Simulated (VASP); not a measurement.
Computed with r2SCAN meta-GGA, VASP's PBE PAW potentials (set 64) (plane waves; VASP).

VASP ran on this input.

File POSCAR:
```
Os(100) slab
4.3171080
  0.9999998868   0.0000000000   0.0000000000
  0.0000000000   0.6350199239   0.0000000000
  0.0000000000   0.0000000000   5.6888939100
Os
8
Cart
  0.2499999717   0.3175099620   2.1075452000
  0.7499999151   0.6350199239   1.9585735274
  0.2499999717   0.0000000000   2.6527269567
  0.7499999151   0.3175099620   2.4743853448
  0.2499999717   0.3175099620   3.2145085652
  0.7499999151   0.0000000000   3.0361669533
  0.2499999717   0.0000000000   3.7303203826
  0.7499999151   0.3175099620   3.5813487100
```

**KPOINTS**
```
Automatic mesh
0
gamma
7 10 1
0 0 0
```

INCAR:
```
! general
SYSTEM  = Os(100) slab
PREC    = Normal
ENCUT   = 400
LREAL   = F
LASPH   = T

! electronic loop
EDIFF   = 1E-6
NELM    = 100
NELMIN  = 4
ALGO    = Normal
LMAXMIX = 6
LMIXTAU = T

! smearing
ISMEAR  = 1
SIGMA   = 0.1

! functional
METAGGA = R2SCAN

! output
LWAVE   = F
LCHARG  = F
LORBIT  = 11
LVHAR   = T

! other
LDIPOL  = T
IDIPOL  = 3
DIPOL   = 0.5 0.5 0.5
```

POTCAR, in this order: Os (PBE.64 set). Program: vasp_std. Read from the step before: WAVECAR.

The run wrote:

**OUTCAR**
```
 ion  position               nearest neighbor table
   1  0.250  0.500  0.370-   2 2.64   2 2.64   2 2.64   2 2.64   4 2.68   4 2.68   3 2.72   3 2.72
  LATTYP: Found a simple orthorhombic cell.
 ALAT       =     2.7414495937
 B/A-ratio  =     1.5747535615
 C/A-ratio  =     8.9586069598
 Subroutine PRICEL returns:
 Original cell was already a primitive cell.
 Subroutine GETGRP returns: Found  8 space group operations
The static configuration has the point symmetry C_2h.
 The point group associated with its full space group is D_2h.
The dynamic configuration has the point symmetry C_2h.
 Subroutine INISYM returns: Found  8 space group operations
 Subroutine IBZKPT returns following result:
 Found     24 irreducible k-points:

 Following reciprocal coordinates:
            Coordinates               Weight
  0.000000  0.000000  0.000000      1.000000
  0.142857  0.000000  0.000000      2.000000
  0.285714  0.000000  0.000000      2.000000
  0.428571  0.000000  0.000000      2.000000
  0.000000  0.100000  0.000000      2.000000
  0.142857  0.100000  0.000000      4.000000
  0.285714  0.100000  0.000000      4.000000
...
```

OSZICAR:
```
       N       E                     dE             d eps       ncg     rms          rms(c)
DAV:   1    -0.418583624638E+03   -0.41858E+03   -0.11557E-03  3328   0.193E-01    0.110E-01
DAV:   2    -0.418587154464E+03   -0.35298E-02   -0.28729E-02  3432   0.897E-01    0.432E-01
DAV:   3    -0.418583366986E+03    0.37875E-02   -0.17382E-02  3440   0.739E-01    0.238E-02
DAV:   4    -0.418583369770E+03   -0.27846E-05   -0.34036E-04  2332   0.988E-02    0.590E-03
DAV:   5    -0.418583337771E+03    0.31999E-04   -0.27634E-05  2644   0.337E-02    0.482E-03
DAV:   6    -0.418583337946E+03   -0.17476E-06   -0.30155E-06  1632   0.142E-02
   1 F= -.41858334E+03 E0= -.41858170E+03  d E =-.491799E-02
```

### OUTCAR
```
------------------------ aborting loop because EDIFF is reached ----------------------------------------
  FORCE on cell =-STRESS in cart. coord.  units (eV):
  Direction    XX          YY          ZZ          XY          YZ          ZX
  --------------------------------------------------------------------------------------
  Total       -2.3516124     -7.6608484     -0.1067456      0.0000000      0.0000000      0.0000000
  in kB      -12.9623112    -42.2273253     -0.5883921      0.0000000      0.0000000      0.0000000
  external PRESSURE =     -18.5926762 kB  Pullay stress =       0.0000000 kB
  volume of cell :      290.67
      direct lattice vectors                 reciprocal lattice vectors
     4.317107511  0.000000000  0.000000000     0.231636575  0.000000000  0.000000000
     0.000000000  2.741449594  0.000000000     0.000000000  0.364770522  0.000000000
     0.000000000  0.000000000 24.559569410     0.000000000  0.000000000  0.040717326
 POSITION                                       TOTAL-FORCE (eV/Angst)
 -----------------------------------------------------------------------------------
      1.07928      1.37072      9.09850        -0.000000      0.000000     -0.008883
      3.23783      0.00000      8.45537         0.000000      0.000000      0.005090
      1.07928      0.00000     11.45211        -0.000000      0.000000      0.006120
      3.23783      1.37072     10.68219         0.000000      0.000000     -0.002969
      1.07928      1.37072     13.87738        -0.000000      0.000000      0.002969
      3.23783      0.00000     13.10746         0.000000      0.000000     -0.006120
      1.07928      0.00000     16.10420         0.000000     -0.000000     -0.005090
      3.23783      1.37072     15.46107         0.000000      0.000000      0.008883
 -----------------------------------------------------------------------------------
    total drift:                                0.000000      0.000000     -0.000000
  FREE ENERGIE OF THE ION-ELECTRON SYSTEM (eV)
  ---------------------------------------------------
  free  energy   TOTEN  =      -418.5833379458 eV

  energy  without entropy=     -418.5784199531  energy(sigma->0) =     -418.58169861

 total charge

# of ion       s       p       d       tot
------------------------------------------
    1        0.671   0.702   5.994   7.367
    2        0.661   0.605   6.012   7.278
    3        0.643   0.758   6.066   7.466
    4        0.668   0.784   6.076   7.529
    5        0.668   0.784   6.076   7.529
    6        0.643   0.758   6.066   7.466
    7        0.661   0.605   6.012   7.278
    8        0.671   0.702   5.994   7.367
--------------------------------------------------
tot          5.286   5.697  48.296  59.279
```
(Selected blocks of OUTCAR.)

**OUTCAR**
```
 val. band max:        0.5190582296   @ k =   0.0000   0.5000   0.0000

 cond. band min:       0.5246085990   @ k =   0.4286   0.2000   0.0000


 Fermi energy:         0.5240170159

 k-point     1 :       0.0000    0.0000    0.0000
  band No.  band energies     occupation
      1     -10.5506      2.00000
      2      -9.2140      2.00000
      3      -7.6601      2.00000
      4      -7.3432      2.00000
      5      -7.1252      2.00000
      6      -7.0014      2.00000
      7      -6.3220      2.00000
      8      -6.2958      2.00000
      9      -6.0929      2.00000
     10      -5.0672      2.00000
     11      -3.6942      2.00000
     12      -3.5382      2.00000
     13      -3.2803      2.00000
     14      -2.9919      2.00000
     15      -2.9715      2.00000
     16      -2.8614      2.00000
     17      -2.5254      2.00000
     18      -2.3777      2.00000
     19      -2.2737      2.00000
     20      -2.2245      2.00000
     21      -2.0503      2.00000
     22      -2.0174      2.00000
     23      -1.8097      2.00000
     24      -1.7557      2.00000
     25      -1.5892      2.00000
     26      -1.5261      2.00000
     27      -1.4051      2.00000
     28      -1.2033      2.00000
     29      -1.1933      2.00000
     30      -1.1811      2.00000
     31      -0.6075      2.00000
     32      -0.5891      2.00000
     33      -0.5093      2.00000
     34      -0.3332      2.00000
     35       0.0544      2.00000
     36       0.8564     -0.00003
     37       0.9047     -0.00000
     38       1.3811     -0.00000

 k-point     2 :       0.1429    0.0000    0.0000
  band No.  band energies     occupation
      1     -10.2943      2.00000
      2      -8.9957      2.00000
      3      -7.5791      2.00000
      4      -7.3965      2.00000
      5      -7.2440      2.00000
      6      -6.8907      2.00000
      7      -6.2754      2.00000
      8      -6.2362      2.00000
      9      -5.5399      2.00000
     10      -4.9719      2.00000
...
```

Unless said otherwise, spin-orbit coupling is left out, though it shifts the bands of the heavy elements here.

The cell is a thin slab with vacuum, built from Os (hcp): (100) face.
